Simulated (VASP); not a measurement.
Given:

```
SnSe
1.0
    0.00000     2.97393     2.97393
    2.97393     0.00000     2.97393
    2.97393     2.97393     0.00000
Sn Se
1 1
Direct
  0.00000   0.00000   0.00000
  0.50000   0.50000   0.50000
```

Method: PBEsol GGA, VASP's PBE PAW potentials (set 64) (plane waves; VASP). Numerical set-up: 400 eV cut-off, 17×17×17 Γ-centred mesh, Gaussian smearing of 0.010 eV, potentials Sn_d Se.

Task: The job: SnSe (space group Fm-3m), 2 atoms, PBEsol, optics run with many empty bands, 400 eV, 17×17×17 Γ-centred mesh. Roughly how much core time does it take on a busy server core?

Result: About 90 core-seconds (one run on a shared machine, a rough figure). It had 165 irreducible k-points, 42 bands, up to 969 plane waves and 12 electronic steps.

The structure comes from a computed database's SnSe entry (Fm-3m); how it stands against other phases isn't given here. It was relaxed first.
